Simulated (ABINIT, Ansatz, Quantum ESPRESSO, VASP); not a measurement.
Code comparison for InF3 (R-3c, 8 atoms in the cell)

Self-consistent single point, at a second geometry (lattice scaled by 0.98). First geometry:

```xyz
8
Lattice="2.6021 1.5023 4.9075 -2.6021 1.5023 4.9075 0.0000 -3.0047 4.9075" Properties=species:S:1:pos:R:3 pbc="T T T"
In     0.0000     0.0000     7.3613
In     0.0000     0.0000     0.0000
F     -0.9219     1.4079     6.1344
F      0.9219    -1.4079     8.5881
F     -0.7583    -1.5023     6.1344
F      0.7583     1.5023     8.5881
F      1.6802     0.0945     6.1344
F     -1.6802    -0.0945     8.5881
```

Shared settings, as Ansatz (an electronic-structure program) writes them: kpoints.mp_grid.grid = 5 5 5; scf.occupations.method = fermi_dirac; scf.occupations.width = 0.05 eV. Potentials and cutoffs stand in the table.

```json
[
 {"code": "Ansatz", "model": "LDA (PW92), default PAW files made with PBE", "ΔF from the first geometry (meV/atom)": "-3.9", "pressure (GPa)": "2.15", "largest force (eV/Å)": "0.202", "gap on the mesh (eV)": "4.436", "cutoff": "default"},
 {"code": "Quantum ESPRESSO", "model": "LDA (PZ), GBRV 1.5 ultrasoft (LDA) pseudopotentials", "ΔF from the first geometry (meV/atom)": "-8.5", "pressure (GPa)": "1.06", "largest force (eV/Å)": "0.133", "gap on the mesh (eV)": "4.368", "cutoff": "40 Ry"},
 {"code": "VASP", "model": "LDA (PZ), VASP's LDA PAW potentials (set 64)", "ΔF from the first geometry (meV/atom)": "-0.7", "pressure (GPa)": "-6.07", "largest force (eV/Å)": "0.228", "gap on the mesh (eV)": "4.453", "cutoff": "400 eV"},
 {"code": "ABINIT", "model": "LDA (PW92), PAW (JTH v2.0 LDA PAW)", "ΔF from the first geometry (meV/atom)": "-5.6", "pressure (GPa)": "2.24", "largest force (eV/Å)": "0.171", "gap on the mesh (eV)": "4.381", "cutoff": "653 eV"}
]
```

For Ansatz (by 0.5 GPa), Quantum ESPRESSO (by 0.6 GPa) and VASP (by 9.2 GPa) the energy change implies a higher mean pressure, against the two pressures, than for the other programs: a sign of finite-basis (Pulay) stress.

Gaps are read on the mesh.

The spread over the programs that give each value: ΔF from the first geometry within 7.8 meV/atom; pressure within 8.31 GPa; largest force within 0.095 eV/Å; gap on the mesh within 0.085 eV.

Ansatz's pressure is given at a fixed set of plane waves, as the other plane-wave codes print theirs; with its correction for the finite basis it is 3.13 GPa (the shift of 0.98 GPa shows how far the cutoff is from converged). The same LDA comes in different parametrisations, which differ slightly. In the pressure, VASP (by 7.68) lies more than 1 GPa from the median of the plane-wave programs.

VASP's run is marked for a possible Pulay error in its stress at this cutoff; no cutoff test was made.

The starting cell comes from a database of computed structures (which also holds hypothetical and non-ambient phases and stackings), without a prior relaxation at this level. For this run, on top of that: lattice scaled by 0.98.

Left out of this page: GPAW, CP2K, FLEUR and SIESTA (not drawn, or without a comparable value).

Keys are those of Ansatz 0.2.
